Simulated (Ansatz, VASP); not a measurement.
## Two plane-wave programs on CoNiSb

Contents of run.py:

```python
from ase.calculators.vasp import Vasp
from ase.dft.bandgap import bandgap
from ase.io import read

atoms = read('POSCAR')
atoms.set_initial_magnetic_moments([0.0, 0.0, 1.0, 1.0, 2.0, 2.0])
calc = Vasp(
    directory='calc',
    xc='rpbe',
    pp='PBE',
    setups='minimal',
    prec='Accurate',
    encut=500,
    ediff=1e-06,
    ismear=0,
    sigma=0.1,
    lreal=False,
    lasph=True,
    nelm=150,
    algo='Normal',
    isif=2,
    lwave=False,
    lcharg=False,
    ispin=2,
    lorbit=11,
    lmaxmix=4,
    kpts=[7, 7, 5],
    gamma=True,
    nbands=37,
)
atoms.calc = calc

print('energy (eV):', atoms.get_potential_energy())
print('free energy (eV):', atoms.get_potential_energy(force_consistent=True))
print('forces (eV/A):')
print(atoms.get_forces())
print('stress (eV/A^3, Voigt):', atoms.get_stress())
print('Fermi level (eV):', calc.get_fermi_level())
print('moment (muB):', atoms.get_magnetic_moment())
print('site moments (muB):', atoms.get_magnetic_moments())
gap, top, bottom = bandgap(calc)
print('band gap (eV):', gap, 'from (spin, k, band)', top, 'to', bottom)
```

The input POSCAR:

```
CoNiSb
1.0
    4.2432701667      0.0000000000      0.0000000000
   -2.1216350833      3.6747797594      0.0000000000
    0.0000000000      0.0000000000      5.3802380000
Sb Ni Co
2 2 2
Direct
    0.3333333333      0.6666666667      0.2500000000
    0.6666666667      0.3333333333      0.7500000000
    0.3333333333      0.6666666667      0.7500000000
    0.6666666667      0.3333333333      0.2500000000
    0.0000000000      0.0000000000      0.0000000000
    0.0000000000      0.0000000000      0.5000000000
```

File input.yaml:

```yaml
crystal:
  lattice:
    - [4.2432701667, 0.0, 0.0]
    - [-2.1216350833, 3.6747797594, 0.0]
    - [0.0, 0.0, 5.380238]
  atoms:
    - { symbol: Sb, position: [0.3333333333, 0.6666666667, 0.25] }
    - { symbol: Sb, position: [0.6666666667, 0.3333333333, 0.75] }
    - { symbol: Ni, position: [0.3333333333, 0.6666666667, 0.75], spin: 1.0 }
    - { symbol: Ni, position: [0.6666666667, 0.3333333333, 0.25], spin: 1.0 }
    - { symbol: Co, position: [0.0, 0.0, 0.0], spin: 2.0 }
    - { symbol: Co, position: [0.0, 0.0, 0.5], spin: 2.0 }
hamiltonian:
  xc: rpbe
  pseudopotentials: { kind: paw }
magnetization:
  spin_polarized: true
kpoints:
  mp_grid: { grid: [7, 7, 5] }
scf:
  occupations: { method: gaussian, width: 0.1 }
output:
  forces: true
  stress: true
  eigenvalues: true
  write_density: true
  write_potential: true
  elf: true
  volumetric_format: npy
```

The cell comes from a database or a generator and needn't be the stable form of this composition.

Alike in both runs: task single point; functional RPBE; k mesh 7 × 7 × 5; occupations gaussian, width 0.1 eV; collinear spin, ferromagnetic start.

```csv
,VASP,Ansatz
version,VASP 6.6.1,Ansatz 0.2.0
potentials or method,"VASP PAW PBE potentials, release 64 (Sb, Ni, Co)",Ansatz PAW
plane-wave cutoff (eV),500,420
valence electrons in the cell,48,100
```

|  | VASP | Ansatz | Ansatz less VASP |
| --- | --- | --- | --- |
| gap on the k mesh at the Fermi level (eV) | none | none | - |
| pressure (GPa) | 4.4 | 4.8 | +0.34 |
| largest component of the traceless stress (GPa) | 1.35 | 1.50 | +0.157 |
| net moment per atom (μB) | 0.32 | 0.32 | +0.006 |
| size of the moment on the site where the two differ most (μB) | 0.94 | 0.96 | +0.025 |

Site moments also hang on the region over which each program counts them. A gap of «none» marks a metal or a gap that the smearing closes. The functional is the same, so the differences come from potentials, cutoffs and numerics. The two sets of potentials don't hold the same shells in valence.

Caveats: the PAW data sets were made with another functional, which shifts forces and pressure a little (VASP); the PAW data sets come from PBE, with cores solved anew for the run's functional, which leaves a small shift of forces and pressure (Ansatz). Spin-orbit coupling is left out, which matters for the levels of Sb.
